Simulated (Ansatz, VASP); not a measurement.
**Hf (Hafnium) in two plane-wave programs**

Wanted: the spread between two codes on one cell, functional and k mesh. The cell is taken from a series of runs on this material, whose earlier steps may have relaxed, scaled, displaced or heated it; both programs get it as it stands.

Calculated with Ansatz 0.2.0; plane waves, with VASP 6.6.1 beside it; zone-centre phonons at PBEsol.

**1. Starting point**

It takes space group P6_3/mmc (No. 194, hexagonal). The conventional cell has a = 3.224 Å, b = 3.224 Å, c = 5.088 Å, α = 90.00°, β = 90.00°, γ = 120.00°. Nearest to Hf lie 12 Hf at 3.15 to 3.22 Å.

Structure file:

```xyz
2
Lattice="3.2242 0.0000 0.0000 -1.6121 2.7923 0.0000 0.0000 0.0000 5.0876" Properties=species:S:1:pos:R:3 pbc="T T T"
Hf    0.0000    1.8615    1.2719
Hf    1.6121    0.9308    3.8157
```

**2. VASP: zone-centre phonons, PBEsol**

Second derivatives magnify differences that forces hide, and they need a tight electronic threshold.

Lines of VASP's logs that name or quote its potential files are left out, and so is its time.

Input file INCAR:

```
SYSTEM = Hf
PREC = Accurate
ENCUT = 500
EDIFF = 1E-08
NELM = 120
ISMEAR = 1
SIGMA = 0.2
LREAL = .FALSE.
ALGO = Normal
GGA = PS
NBANDS = 16
LASPH = .TRUE.
LORBIT = 11
LWAVE = .FALSE.
LCHARG = .FALSE.
ISIF = 2
IBRION = 8
GGA_COMPAT = .FALSE.
KPAR = 2
```

Input file POSCAR:

```
Hf
1.0
    3.2242191186      0.0000000000      0.0000000000
   -1.6121095593      2.7922556640      0.0000000000
    0.0000000000      0.0000000000      5.0876293496
Hf
2
Direct
    0.3333333334      0.6666666668      0.2500000000
    0.6666666668      0.3333333334      0.7500000000
```

Input file KPOINTS:

```
Automatic mesh
0
Gamma
15 15 8
0 0 0
```

PAW data sets: Hf_pv (PBE family, release 64).

Command:

```sh
mpirun -np 2 vasp_std
```

Numbers of over 12 decimals in the logs are rounded to 6 here.

The log of the run:

```text
[banner, memory and clock lines left out]
running    2 mpi-ranks, on    1 nodes
 distrk:  each k-point on    1 cores,    2 groups
 distr:  one band on    1 cores,    1 groups

 POSCAR found type information on POSCAR Hf
 POSCAR found :  1 types and       2 ions
|                                                                             |
|               ----> ADVICE to this user running VASP <----                  |
|                                                                             |
|     You enforced a specific xc type in the INCAR file but a different       |
|     [... a line on the potential file left out ...]
|     I HOPE YOU KNOW WHAT YOU ARE DOING!                                     |
|                                                                             |

 LDA part: xc-table for (Slater+PW92), standard interpolation
 POSCAR, INCAR and KPOINTS ok, starting setup
 FFT: planning ... GRIDC
 FFT: planning ... GRID_SOFT
 FFT: planning ... GRID
 WAVECAR not read
 entering main loop
       N       E                     dE             d eps       ncg     rms          rms(c)
DAV:   1     0.455669793992E+02    0.45567E+02   -0.11318E+04  4336   0.115E+03
DAV:   2    -0.201198718655E+02   -0.65687E+02   -0.64209E+02  5704   0.247E+02
DAV:   3    -0.217669077864E+02   -0.16470E+01   -0.16370E+01  5768   0.268E+01
DAV:   4    -0.217802743319E+02   -0.13367E-01   -0.13363E-01  5400   0.296E+00
DAV:   5    -0.217804543935E+02   -0.18006E-03   -0.18004E-03  5728   0.283E-01    0.644E+01
DAV:   6    -0.211699386986E+02    0.61052E+00   -0.57891E-01  5224   0.494E+00    0.380E+01
DAV:   7    -0.209604940814E+02    0.20944E+00   -0.93868E-01  5320   0.603E+00    0.184E+00
DAV:   8    -0.209488828743E+02    0.11611E-01   -0.60382E-02  4960   0.166E+00    0.331E-01
DAV:   9    -0.209489815362E+02   -0.98662E-04   -0.12303E-03  6016   0.259E-01    0.196E-01
DAV:  10    -0.209489705239E+02    0.11012E-04   -0.47145E-05  5168   0.483E-02    0.182E-01
DAV:  11    -0.209489719513E+02   -0.14275E-05   -0.46260E-06  5896   0.152E-02    0.102E-02
DAV:  12    -0.209489720366E+02   -0.85239E-07   -0.38669E-07  5088   0.409E-03    0.374E-03
DAV:  13    -0.209489719779E+02    0.58714E-07   -0.13604E-08  4552   0.925E-04    0.176E-03
DAV:  14    -0.209489719554E+02    0.22496E-07   -0.13872E-09  3192   0.309E-04    0.176E-04
DAV:  15    -0.209489719530E+02    0.24029E-08   -0.19244E-10  2960   0.112E-04
   1 F= -.20948972E+02 E0= -.20950394E+02  d E =0.426760E-02
 Linear response reoptimize wavefunctions to high precision
DAV:   1    -0.209489719522E+02    0.78649E-09   -0.40566E-11  3216   0.517E-05
DAV:   2    -0.209489719522E+02   -0.86402E-11   -0.94658E-12  2728   0.230E-05
 Linear response DOF=           2
 Linear response progress:
  Degree of freedom:   1/  2
       N       E                     dE             d eps       ncg     rms          rms(c)
RMM:   1    -0.203421693046E+00   -0.20342E+00    0.45344E+00 18595   0.120E+01
RMM:   2    -0.209759914174E+00   -0.63382E-02   -0.38048E-02 27786   0.123E+00    0.563E-01
RMM:   3    -0.208895013211E+00    0.86490E-03   -0.46420E-03 34744   0.271E-01    0.125E-01
RMM:   4    -0.208516075675E+00    0.37894E-03   -0.51743E-04 41241   0.935E-02    0.183E-01
RMM:   5    -0.208062366281E+00    0.45371E-03   -0.49059E-05 37765   0.427E-02    0.162E-02
RMM:   6    -0.207970637586E+00    0.91729E-04   -0.15780E-05 42744   0.155E-02    0.302E-02
RMM:   7    -0.207974239750E+00   -0.36022E-05   -0.21950E-05 38447   0.713E-03    0.407E-02
RMM:   8    -0.207964444934E+00    0.97948E-05    0.63259E-06 39421   0.341E-03    0.541E-03
RMM:   9    -0.207964302934E+00    0.14200E-06   -0.65248E-06 42538   0.873E-04    0.171E-03
RMM:  10    -0.207964603745E+00   -0.30081E-06   -0.26606E-06 41521   0.278E-04    0.189E-04
RMM:  11    -0.207964967907E+00   -0.36416E-06   -0.13229E-06 41447   0.151E-04    0.637E-04
RMM:  12    -0.207964947699E+00    0.20207E-07   -0.74004E-07 42114   0.849E-05    0.880E-05
RMM:  13    -0.207964993885E+00   -0.46186E-07   -0.38794E-07 40244   0.553E-05    0.548E-05
RMM:  14    -0.207965022239E+00   -0.28353E-07   -0.22567E-07 39869   0.404E-05    0.179E-05
RMM:  15    -0.207965029567E+00   -0.73285E-08   -0.13205E-07 37166   0.332E-05    0.232E-05
RMM:  16    -0.207965036337E+00   -0.67700E-08   -0.89438E-08 31732   0.293E-05    0.187E-05
 first order change of Fermi-energy  -0.20830E-05
 force on displaced ion       1 direction 1 :  -2.095  -0.000   0.000
 Linear response progress:
  Degree of freedom:   2/  2
       N       E                     dE             d eps       ncg     rms          rms(c)
RMM:   1    -0.243081229863E+00   -0.24308E+00    0.47656E+00  6436   0.124E+01
RMM:   2    -0.253930672425E+00   -0.10849E-01   -0.43985E-02  9580   0.126E+00    0.700E-01
RMM:   3    -0.253112520893E+00    0.81815E-03   -0.37389E-03 11365   0.283E-01    0.189E-01
RMM:   4    -0.252900841621E+00    0.21168E-03   -0.63328E-04 13329   0.993E-02    0.199E-01
RMM:   5    -0.252564419891E+00    0.33642E-03    0.65469E-05 12990   0.450E-02    0.432E-02
RMM:   6    -0.252465407956E+00    0.99012E-04   -0.24800E-06 11710   0.202E-02    0.451E-02
RMM:   7    -0.252483771769E+00   -0.18364E-04    0.30390E-06 12795   0.632E-03    0.199E-02
RMM:   8    -0.252489144288E+00   -0.53725E-05    0.17365E-05 13383   0.312E-03    0.464E-03
RMM:   9    -0.252478236866E+00    0.10907E-04    0.79110E-06 13165   0.186E-03    0.205E-03
RMM:  10    -0.252477559702E+00    0.67716E-06    0.45814E-06 13521   0.534E-04    0.557E-04
RMM:  11    -0.252477588181E+00   -0.28478E-07    0.19712E-06 13669   0.235E-04    0.985E-05
RMM:  12    -0.252477474300E+00    0.11388E-06    0.16258E-06 14009   0.963E-05    0.614E-05
RMM:  13    -0.252477552445E+00   -0.78145E-07    0.26810E-07 13164   0.591E-05    0.202E-05
RMM:  14    -0.252477570056E+00   -0.17611E-07    0.14189E-07 13890   0.421E-05    0.975E-06
[...]
RMM:  29    -0.252477644526E+00   -0.10827E-08   -0.57606E-07  5132   0.275E-05    0.342E-07
RMM:  30    -0.252477642636E+00    0.18899E-08   -0.50932E-07  4996   0.275E-05    0.221E-07
RMM:  31    -0.252477642153E+00    0.48278E-09   -0.53711E-07  4899   0.275E-05    0.303E-07
RMM:  32    -0.252477640103E+00    0.20503E-08   -0.47210E-07  4802   0.275E-05    0.220E-07
RMM:  33    -0.252477641106E+00   -0.10033E-08   -0.50934E-07  4688   0.275E-05    0.273E-07
RMM:  34    -0.252477637856E+00    0.32502E-08   -0.43469E-07  4633   0.275E-05    0.238E-07
RMM:  35    -0.252477638839E+00   -0.98321E-09   -0.47635E-07  4573   0.275E-05    0.220E-07
RMM:  36    -0.252477635724E+00    0.31150E-08   -0.40576E-07  4528   0.275E-05    0.254E-07
 first order change of Fermi-energy  -0.15407E-03
 force on displaced ion       1 direction 3 :  -0.000   0.000  -2.117
 Linear response finished
```

Parts of OUTCAR (step 2):

```text
ion  position               nearest neighbor table
   1  0.333  0.667  0.250-   2 3.15   2 3.15   2 3.15   2 3.15   2 3.15   2 3.15
   2  0.667  0.333  0.750-   1 3.15   1 3.15   1 3.15   1 3.15   1 3.15   1 3.15

  LATTYP: Found a hexagonal cell.
 ALAT       =     3.2242191186
 C/A-ratio  =     1.5779415612

 Subroutine GETGRP returns: Found 24 space group operations
 (whereof 12 operations were pure point group operations)

The static configuration has the point symmetry D_3d.
 The point group associated with its full space group is D_6h.

 Found    135 irreducible k-points:

   k-points           NKPTS =    135   k-points in BZ     NKDIM =    135   number of bands    NBANDS=     16

   dimension x,y,z NGX =    24 NGY =   24 NGZ =   40
   dimension x,y,z NGXF=    48 NGYF=   48 NGZF=   80

   ENCUT  =  500.0 eV  36.75 Ry    6.06 a.u.   5.88  5.88  9.28*2*pi/ulx,y,z

   NELECT =      20.0000    total number of electrons

 k-points in reciprocal lattice and weights: Automatic mesh
   0.00000000  0.00000000  0.00000000       0.001
   0.06666667  0.00000000  0.00000000       0.003
   0.13333333  0.00000000  0.00000000       0.003
   0.20000000  0.00000000  0.00000000       0.003
   0.26666667  0.00000000  0.00000000       0.003
   0.33333333  0.00000000  0.00000000       0.003
   0.40000000  0.00000000  0.00000000       0.003
   0.46666667  0.00000000  0.00000000       0.003
   0.06666667  0.06666667  0.00000000       0.003
[...]
0.33333333  0.26666667  0.50000000       0.007
   0.33333333  0.33333333  0.50000000       0.001

 average (electrostatic) potential at core
       1 -37.4260       2 -37.4260

  Total       -1.8195551     -1.8195551     -1.8413434      0.0000000      0.0000000      0.0000000
  in kB      -63.6473918    -63.6473918    -64.4095389      0.0000000      0.0000000      0.0000000
  external PRESSURE =     -63.9014408 kB  Pullay stress =       0.0000000 kB

  energy-cutoff  :      500.00
  volume of cell :       45.80
      direct lattice vectors                 reciprocal lattice vectors
     3.224219119  0.000000000  0.000000000     0.310152618  0.179066697  0.000000000
    -1.612109559  2.792255664  0.000000000     0.000000000  0.358133395  0.000000000
     0.000000000  0.000000000  5.087629350     0.000000000  0.000000000  0.196555199

 POSITION                                       TOTAL-FORCE (eV/Angst)
 -----------------------------------------------------------------------------------
      0.00000      1.86150      1.27191         0.000000     -0.000000      0.000000
      1.61211      0.93075      3.81572        -0.000000      0.000000      0.000000
 -----------------------------------------------------------------------------------
    total drift:                               -0.000000     -0.000000      0.000000

 Eigenvectors and eigenvalues of the dynamical matrix
 ----------------------------------------------------

   1 f  =    2.407774 THz    15.128489 2PiTHz   80.314690 cm-1     9.957748 meV
             X         Y         Z           dx          dy          dz
      0.000000  1.861504  1.271907     0.000000   -0.000000   -0.707107
      1.612110  0.930752  3.815722    -0.000000    0.000000    0.707107

   2 f  =    2.395181 THz    15.049367 2PiTHz   79.894642 cm-1     9.905669 meV
             X         Y         Z           dx          dy          dz
      0.000000  1.861504  1.271907     0.707107    0.000002   -0.000000
      1.612110  0.930752  3.815722    -0.707107   -0.000002    0.000000

   3 f  =    2.395181 THz    15.049367 2PiTHz   79.894642 cm-1     9.905669 meV
             X         Y         Z           dx          dy          dz
      0.000000  1.861504  1.271907     0.000002   -0.707107   -0.000000
      1.612110  0.930752  3.815722    -0.000002    0.707107   -0.000000

   4 f/i=    0.000000 THz     0.000000 2PiTHz    0.000001 cm-1     0.000000 meV
             X         Y         Z           dx          dy          dz
      0.000000  1.861504  1.271907    -0.039570   -0.217862    0.671543
      1.612110  0.930752  3.815722    -0.039570   -0.217862    0.671543

   5 f/i=    0.000000 THz     0.000000 2PiTHz    0.000001 cm-1     0.000000 meV
             X         Y         Z           dx          dy          dz
      0.000000  1.861504  1.271907     0.673570    0.189857    0.101283
      1.612110  0.930752  3.815722     0.673570    0.189857    0.101283

   6 f/i=    0.000000 THz     0.000000 2PiTHz    0.000001 cm-1     0.000000 meV
             X         Y         Z           dx          dy          dz
      0.000000  1.861504  1.271907     0.211513   -0.645361   -0.196904
      1.612110  0.930752  3.815722     0.211513   -0.645361   -0.196904

 ELASTIC MODULI CONTR FROM IONIC RELAXATION (kBar)
 Direction    XX          YY          ZZ          XY          YZ          ZX
 --------------------------------------------------------------------------------
 XX        -127.9569    127.9569     -0.0000      0.0000      0.0000      0.0000
 YY         127.9569   -127.9569      0.0000     -0.0000     -0.0000     -0.0000
 ZZ          -0.0000      0.0000     -0.0000     -0.0000     -0.0000     -0.0000
 XY           0.0000     -0.0000     -0.0000   -127.9569     -0.0000     -0.0000
 YZ           0.0000     -0.0000     -0.0000     -0.0000     -0.0000     -0.0000
 ZX           0.0000     -0.0000     -0.0000     -0.0000     -0.0000     -0.0000
 --------------------------------------------------------------------------------
```

Harder data sets than Hf_pv exist (the GW ones), and pressures, volumes and forces can shift noticeably with them.

(Continued in part 2 of 2.)

[Lines on the potential files, build, host, timing and source positions are cut from VASP's logs without a mark.]

[Logs are printed without paths, hosts, clocks, repeated set-up lines and the standing remarks that a program may print on its own settings, such as how far it seeks lower states.]

[Hosts, paths, dates, database ids (printed as entryN), source tags and the programs' standing remarks are cut or masked in the printed files.]
